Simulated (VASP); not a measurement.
Here is the system:

```
CELL_PARAMETERS angstrom
      0.00000     3.13272     3.13272
      3.13272     0.00000     3.13272
      3.13272     3.13272     0.00000
ATOMIC_POSITIONS crystal
  Mg 0.75000 0.75000 0.75000
  Mg 0.25000 0.25000 0.25000
  Ge 0.00000 0.00000 0.00000
```

These are LDA (Ceperley-Alder, Perdew-Zunger), VASP's LDA PAW potentials (set 64) (plane waves; VASP) values and carry that method's errors. Run with 400 eV cut-off, 7×7×7 Γ-centred mesh, tetrahedra with Blöchl corrections, potentials Mg Ge_d.

Q: Predict the energy per atom (σ→0).

A: 
The energy per atom (σ→0) is -3.295 eV/atom.

Total energies compare only between runs with the same potentials, cut-off and functional.

The structure comes from a computed database's Mg2Ge entry (Fm-3m); how it stands against other phases isn't given here. It was relaxed first.
